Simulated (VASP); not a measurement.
A convergence study with VASP on NbRu₃ (space group Pm-3m): one setting is varied, all else stays as given below, so the limit is that of these other settings.

```
CELL_PARAMETERS angstrom
      3.91891     0.00000     0.00000
      0.00000     3.91891     0.00000
      0.00000     0.00000     3.91891
ATOMIC_POSITIONS crystal
  Nb 0.00000 0.00000 0.00000
  Ru 0.00000 0.50000 0.50000
  Ru 0.50000 0.00000 0.50000
  Ru 0.50000 0.50000 0.00000
```

All values below come from PBEsol GGA, VASP's PBE PAW potentials (set 64) (plane waves; VASP). The tightest run used: 550 eV cut-off, 17×17×17 Γ-centred mesh, first-order Methfessel-Paxton smearing of 0.10 eV, potentials Nb_sv Ru_pv.

```csv
setting,E (eV/atom),pressure (GPa),irreducible k-points
1×1×1 mesh,-9.8039,-6.66,1
2×2×2 mesh,-10.4967,-14.67,4
3×3×3 mesh,-10.4922,-14.27,4
4×4×4 mesh,-10.4437,-13.31,10
```

These are the cheaper rows. Estimate the results at 17×17×17 mesh, and how far the last row shown lies from them.

```json
[
 {"quantity": "E (eV/atom)", "tightest run": "-10.4576", "last row shown is off by": "0.0139"},
 {"quantity": "pressure (GPa)", "tightest run": "-13.94", "last row shown is off by": "0.62"}
]
```

Left out are rungs that failed or repeat a setting and relaxations that didn't move; long series are thinned to 24 rows.

The structure comes from a computed database's NbRu3 entry (Pm-3m); how it stands against other phases isn't given here. The cell was not relaxed at this level. The electron count is odd and the run is not spin-polarised, which forces a metal.
